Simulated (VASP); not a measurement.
# LiGe4N3 (Pm-3m) in VASP: a series of runs

One crystal, LiGe4N3, is run at these levels: PBE; tasks: relaxation of cell and atoms.

Program: VASP 6.6.1. These are calculated values, not measurements. Logs are shortened: lines on timing, memory, paths and dates and some standing lists are left out, and cuts for length are marked.

### 1 The crystal as given

It takes space group Pm-3m (No. 221, cubic). The conventional cell has a = 4.587 Å, b = 4.587 Å, c = 4.587 Å, α = 90.00°, β = 90.00°, γ = 90.00°. Li (site symmetry m-3m) has 6 Ge at 2.29 Å as nearest neighbours. Around Ge (site symmetry 4/mmm) lie 2 Li at 2.29 Å and 4 N at 2.29 Å. Ge (site symmetry m-3m) has 6 N at 2.29 Å as nearest neighbours. N (site symmetry 4/mmm) has 6 Ge at 2.29 Å as nearest neighbours.

The cell was built by a generator and needn't be a form met in nature.

### 2 Relaxation of cell and atoms, PBE

INCAR reads:

```
SYSTEM = LiGe4N3
PREC     = Normal         ! precision mode
ENCUT    = 520            ! plane-wave cutoff, eV
EDIFF    = 1E-4           ! SCF threshold, eV
ISMEAR   = 0              ! smearing method
SIGMA    = 0.15           ! smearing width, eV
LREAL    = .FALSE.        ! projectors in reciprocal space
LASPH    = .TRUE.         ! aspherical terms in the spheres
NELM     = 60             ! most SCF steps
ALGO     = Fast           ! electronic algorithm
ISIF     = 3              ! what is computed and relaxed
LWAVE    = .FALSE.        ! write WAVECAR
LCHARG   = .FALSE.        ! write CHGCAR
GGA      = PE             ! functional
IBRION   = 2              ! ionic algorithm
NSW      = 24             ! ionic steps
EDIFFG   = -0.08          ! ionic threshold
```

KPOINTS reads:

```
Automatic mesh
0
G
  3 3 3
  0 0 0
```

POSCAR reads:

```
LiGe4N3
1.0
    4.5871905500      0.0000000000      0.0000000000
    0.0000000000      4.5871905500      0.0000000000
    0.0000000000      0.0000000000      4.5871905500
Li Ge N
1 4 3
Direct
    0.0000000000      0.0000000000      0.0000000000
    0.5000000000      0.0000000000      0.0000000000
    0.5000000000      0.5000000000      0.5000000000
    0.0000000000      0.0000000000      0.5000000000
    0.0000000000      0.5000000000      0.0000000000
    0.0000000000      0.5000000000      0.5000000000
    0.5000000000      0.0000000000      0.5000000000
    0.5000000000      0.5000000000      0.0000000000
```

Potentials or basis: VASP PAW PBE potentials, release 64 (Li_sv, Ge_d, N).

On the command line:

```sh
$ cat potpaw_PBE.64/Li_sv/POTCAR potpaw_PBE.64/Ge_d/POTCAR potpaw_PBE.64/N/POTCAR > POTCAR
$ mpirun -np 1 vasp_std > vasp.out
```

OUTCAR:

```text
SYSTEM = LiGe4N3
   PREC = Normal
   ENCUT = 520
   EDIFF = 1E-4
   ISMEAR = 0
   LREAL = .FALSE.
   LASPH = .TRUE.
   NELM = 60
   ISIF = 3
   GGA = PE
   IBRION = 2
   NSW = 24
   EDIFFG = -0.08

 ion  position               nearest neighbor table
   1  0.000  0.000  0.000-   2 2.29   4 2.29   5 2.29   4 2.29   5 2.29   2 2.29
   2  0.500  0.000  0.000-   1 2.29   7 2.29   8 2.29   7 2.29   8 2.29   1 2.29
   3  0.500  0.500  0.500-   6 2.29   7 2.29   8 2.29   8 2.29   7 2.29   6 2.29
   4  0.000  0.000  0.500-   1 2.29   6 2.29   7 2.29   1 2.29   6 2.29   7 2.29
   5  0.000  0.500  0.000-   1 2.29   6 2.29   8 2.29   6 2.29   1 2.29   8 2.29
   6  0.000  0.500  0.500-   3 2.29   4 2.29   5 2.29   5 2.29   4 2.29   3 2.29
   7  0.500  0.000  0.500-   2 2.29   3 2.29   4 2.29   2 2.29   3 2.29   4 2.29
   8  0.500  0.500  0.000-   2 2.29   3 2.29   5 2.29   3 2.29   2 2.29   5 2.29

  LATTYP: Found a simple cubic cell.
 ALAT       =     4.5871905500

  Lattice vectors:

 A1 = (   4.5871905500,   0.0000000000,   0.0000000000)
 A2 = (   0.0000000000,   4.5871905500,   0.0000000000)
 A3 = (   0.0000000000,   0.0000000000,   4.5871905500)

Analysis of symmetry for initial positions (statically):
=====================================================================
 Subroutine PRICEL returns:
 Original cell was already a primitive cell.

 Routine SETGRP: Setting up the symmetry group for a
 simple cubic supercell.

 Subroutine GETGRP returns: Found 48 space group operations
 (whereof 48 operations were pure point group operations)
 out of a pool of 48 trial point group operations.

The static configuration has the point symmetry O_h .

Analysis of symmetry for dynamics (positions and initial velocities):
=====================================================================
 Subroutine PRICEL returns:
 Original cell was already a primitive cell.

 Routine SETGRP: Setting up the symmetry group for a
 simple cubic supercell.

 Subroutine GETGRP returns: Found 48 space group operations
 (whereof 48 operations were pure point group operations)
 out of a pool of 48 trial point group operations.

The dynamic configuration has the point symmetry O_h .

 Subroutine INISYM returns: Found 48 space group operations
 (whereof 48 operations are pure point group operations),
 and found     1 'primitive' translations

----------------------------------------------------------------------------------------

                                     Primitive cell

  volume of cell :      96.5251

  direct lattice vectors                    reciprocal lattice vectors
     4.587190550  0.000000000  0.000000000     0.217998356  0.000000000  0.000000000
     0.000000000  4.587190550  0.000000000     0.000000000  0.217998356  0.000000000
     0.000000000  0.000000000  4.587190550     0.000000000  0.000000000  0.217998356

  length of vectors
     4.587190550  4.587190550  4.587190550     0.217998356  0.217998356  0.217998356

  position of ions in fractional coordinates (direct lattice)
     0.000000000  0.000000000  0.000000000
     0.500000000  0.000000000  0.000000000
     0.500000000  0.500000000  0.500000000
     0.000000000  0.000000000  0.500000000
     0.000000000  0.500000000  0.000000000
     0.000000000  0.500000000  0.500000000
     0.500000000  0.000000000  0.500000000
     0.500000000  0.500000000  0.000000000

  ion indices of the primitive-cell ions
   primitive index   ion index
                 1           1
                 2           2
                 3           3
                 4           4
                 5           5
                 6           6
                 7           7
                 8           8

----------------------------------------------------------------------------------------

 KPOINTS: Automatic mesh

Automatic generation of k-mesh.
 Grid dimensions read from file:
 generate k-points for:    3    3    3

 Generating k-lattice:

  Cartesian coordinates                     Fractional coordinates (reciprocal lattice)
[... 34 lines left out ...]
   LNONCOLLINEAR =      F non collinear calculations
   LSORBIT =      F    spin-orbit coupling
   LASPH  =      T    aspherical Exc in radial PAW
   ENCUT  =  520.0 eV  38.22 Ry    6.18 a.u.   8.53  8.53  8.53*2*pi/ulx,y,z
   NELM   =     60;   NELMIN=  2; NELMDL= -5     # of ELM steps
   EDIFF  = 0.1E-03   stopping-criterion for ELM
   LREAL  =      F    real-space projection
   EDIFFG = -.8E-01   stopping-criterion for IOM
   NSW    =     24    number of steps for IOM
   IBRION =      2    ionic relax: 0-MD 1-quasi-New 2-CG
   NFREE  =      1    steps in history (QN), initial steepest desc. (CG)
   ISIF   =      3    stress and relaxation
   ISYM   =      2    0-nonsym 1-usesym 2-fastsym
   POTIM  = 0.5000    time-step for ionic-motion
   TEBEG  =    0.0;   TEEND  =   0.0 temperature during run
   PSTRESS=    0.0 pullay stress
   NELECT =      74.0000    total number of electrons
   NUPDOWN=      -1.0000    fix difference up-down
   EMIN   =  10.00;   EMAX   =-10.00  energy-range for DOS
   EFERMI =   0.00;   METHOD = LEGACY
   ISMEAR =     0;   SIGMA  =   0.15  broadening in eV -4-tet -1-fermi 0-gaus
   EFERMI_NEDOS =   21; number of points for ismear=-14 and -15
   IALGO  =     68    algorithm
   IMIX   =      4    mixing-type and parameters
     AMIX     =   0.40;   BMIX     =  1.00
     AMIX_MAG =   1.60;   BMIX_MAG =  1.00
  volume/ion in A,a.u.               =      12.07        81.42
  Fermi-wavevector in a.u.,A,eV,Ry     =   1.498322  2.831419 30.544674  2.244970
  Thomas-Fermi vector in A             =   2.610096
   LORBIT       =      0    0 simple, 1 ext, 2 COOP (PROOUT), +10 PAW based schemes
   GGA     = PE    functional components
   LHFCALC =     F    Hartree Fock is set to
   AEXX    =    0.0000 exact exchange contribution
   IVDW    =     0    specifies the selected vdW correction
   LEPSILON=     F    determine dielectric tensor
   LRPA    =     F    only Hartree local field effects (RPA)
 conjugate gradient relaxation of ions
 non-spin polarized calculation
 RMM-DIIS sequential band-by-band and
 Gauss-broadening in eV      SIGMA  =   0.15
  energy-cutoff  :      520.00
  volume of cell :       96.53
 maximum number of plane-waves:      2608
   NGX = 17   NGY = 17   NGZ = 17

--------------------------------------- Ionic step        1  -------------------------------------------

 number of electron      74.0000250 magnetization

 Free energy of the ion-electron system (eV)
  ---------------------------------------------------
  ext. energy  EPLUGINS =         0.00000000
  ---------------------------------------------------
  free energy    TOTEN  =       -38.02226314 eV

  energy without entropy =      -37.91222359  energy(sigma->0) =      -37.96724336

------------------------ aborting loop because EDIFF is reached ----------------------------------------

  FORCE on cell =-STRESS in cart. coord.  units (eV):
  Direction    XX          YY          ZZ          XY          YZ          ZX
  --------------------------------------------------------------------------------------
  -------------------------------------------------------------------------------------
  Total        2.9742493      2.9742493      2.9742493     -0.0000000     -0.0000000      0.0000000
  in kB       49.3682356     49.3682356     49.3682356     -0.0000000     -0.0000000      0.0000000
  external PRESSURE =      49.3682356 kB  Pullay stress =       0.0000000 kB

 VOLUME and BASIS-vectors are now :
 -----------------------------------------------------------------------------
  energy-cutoff  :      520.00
  volume of cell :       96.53
      direct lattice vectors                 reciprocal lattice vectors
     4.587190550  0.000000000  0.000000000     0.217998356  0.000000000  0.000000000
     0.000000000  4.587190550  0.000000000     0.000000000  0.217998356  0.000000000
     0.000000000  0.000000000  4.587190550     0.000000000  0.000000000  0.217998356

 POSITION                                       TOTAL-FORCE (eV/Angst)
 -----------------------------------------------------------------------------------
      0.00000      0.00000      0.00000         0.000000      0.000000      0.000000
      2.29360      0.00000      0.00000         0.000000      0.000000      0.000000
      2.29360      2.29360      2.29360         0.000000      0.000000      0.000000
      0.00000      0.00000      2.29360         0.000000      0.000000      0.000000
      0.00000      2.29360      0.00000         0.000000      0.000000      0.000000
      0.00000      2.29360      2.29360         0.000000      0.000000      0.000000
      2.29360      0.00000      2.29360         0.000000      0.000000      0.000000
      2.29360      2.29360      0.00000         0.000000      0.000000      0.000000
 -----------------------------------------------------------------------------------
    total drift:                                0.000000      0.000000     -0.000000

  FREE ENERGIE OF THE ION-ELECTRON SYSTEM (eV)
  ---------------------------------------------------
  free  energy   TOTEN  =       -38.0222631367 eV

  energy  without entropy=      -37.9122235932  energy(sigma->0) =      -37.96724336

--------------------------------------- Ionic step        2  -------------------------------------------

 number of electron      73.9999628 magnetization

 Free energy of the ion-electron system (eV)
  ---------------------------------------------------
  ext. energy  EPLUGINS =         0.00000000
  ---------------------------------------------------
  free energy    TOTEN  =       -38.08465754 eV

  energy without entropy =      -37.98590275  energy(sigma->0) =      -38.03528015

 E-fermi :   6.2743     XC(G=0): -11.5053

 val. band max:        6.2534102527   @ k =   0.3333   0.3333   0.3333
 cond. band min:       6.5611183612   @ k =   0.3333   0.0000   0.0000
 fundamental gap:      0.3077081085
 Fermi energy:         6.2743061240

 k-point     1 :       0.0000    0.0000    0.0000
  band No.  band energies     occupation
      1     -39.1024      2.00000
      2     -18.9687      2.00000
      3     -18.9687      2.00000
      4     -18.9559      2.00000
      5     -18.9559      2.00000
      6     -18.9559      2.00000
[... 177 lines left out ...]
     43       9.9496      0.00000
     44      11.6185      0.00000

------------------------ aborting loop because EDIFF is reached ----------------------------------------

  FORCE on cell =-STRESS in cart. coord.  units (eV):
  Direction    XX          YY          ZZ          XY          YZ          ZX
  --------------------------------------------------------------------------------------
  -------------------------------------------------------------------------------------
  Total       -0.5296791     -0.5296791     -0.5296791      0.0000000     -0.0000000      0.0000000
  in kB       -8.3353153     -8.3353153     -8.3353153      0.0000000     -0.0000000      0.0000000
  external PRESSURE =      -8.3353153 kB  Pullay stress =       0.0000000 kB

 VOLUME and BASIS-vectors are now :
 -----------------------------------------------------------------------------
  energy-cutoff  :      520.00
  volume of cell :      101.81
      direct lattice vectors                 reciprocal lattice vectors
     4.669465069 -0.000000000  0.000000000     0.214157293  0.000000000  0.000000000
    -0.000000000  4.669465069  0.000000000     0.000000000  0.214157293  0.000000000
    -0.000000000 -0.000000000  4.669465069    -0.000000000 -0.000000000  0.214157293

 POSITION                                       TOTAL-FORCE (eV/Angst)
 -----------------------------------------------------------------------------------
      0.00000      0.00000      0.00000         0.000000      0.000000     -0.000000
      2.33473     -0.00000      0.00000         0.000000      0.000000     -0.000000
      2.33473      2.33473      2.33473        -0.000000      0.000000     -0.000000
     -0.00000     -0.00000      2.33473        -0.000000     -0.000000     -0.000000
     -0.00000      2.33473      0.00000        -0.000000      0.000000     -0.000000
     -0.00000      2.33473      2.33473         0.000000      0.000000      0.000000
      2.33473     -0.00000      2.33473         0.000000      0.000000     -0.000000
      2.33473      2.33473      0.00000         0.000000      0.000000     -0.000000
 -----------------------------------------------------------------------------------
    total drift:                                0.000000      0.000000     -0.000000

  FREE ENERGIE OF THE ION-ELECTRON SYSTEM (eV)
  ---------------------------------------------------
  free  energy   TOTEN  =       -38.0846575446 eV

  energy  without entropy=      -37.9859027548  energy(sigma->0) =      -38.03528015

 reached required accuracy - stopping structural energy minimisation
```

Wall time 76 s (1 thread of Intel Xeon Platinum 8175M at 2.50GHz (Skylake/Cascade Lake), shared host); peak memory 0.16 GiB.

These settings aren't checked as converged: the numbers below hold their error.

What came out:

| Item | Value |
| --- | --- |
| Free energy | -38.0847 eV |
| Relaxed volume | 12.73 Å³/atom |
| Relaxed cell | a = 4.669 Å, b = 4.669 Å, c = 4.669 Å, α = 90.00°, β = 90.00°, γ = 90.00° |
| Space group after relaxing (to 0.05 Å) | Pm-3m (No. 221) |
| Energy gained by relaxing | 7.8 meV/atom |
| Ionic steps | 2 |
| Band gap on the k mesh | none (metal or under the smearing width) |

Caveat: the k mesh is coarse (spacing up to 0.46 Å⁻¹), so the values aren't converged; the cutoff is under 1.25 times the usual one of these potentials, so pressure, stress and relaxed cells hold a basis-set (Pulay) error.

(Part 1 of 2 ends here.)
